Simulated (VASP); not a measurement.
Here is the system:

```yaml
crystal:
  lattice:
    - [0.00000, 2.99693, 2.99693]
    - [2.99693, 0.00000, 2.99693]
    - [2.99693, 2.99693, 0.00000]
  atoms:
    - { symbol: Cd, position: [0.00000, 0.00000, 0.00000] }
    - { symbol: Se, position: [0.25000, 0.25000, 0.25000] }
```

Method: vdW-DF-cx, VASP's PBE PAW potentials (set 64) (plane waves; VASP). Run with 520 eV cut-off, 8×8×8 Γ-centred mesh, Gaussian smearing of 0.050 eV, potentials Cd Se.

Question: Give the stress tensor in GPa (positive for a compressed cell).

Answer: 
```
3.61  0.00  0.00
0.00  3.61  0.00
0.00  0.00  3.61
```
The pressure is its mean diagonal, 3.61 GPa.

The compound is CdSe in the zinc blende structure, whereas wurtzite is the usual form. This cell is one point of a volume scan, at 0.94 of the reference volume.
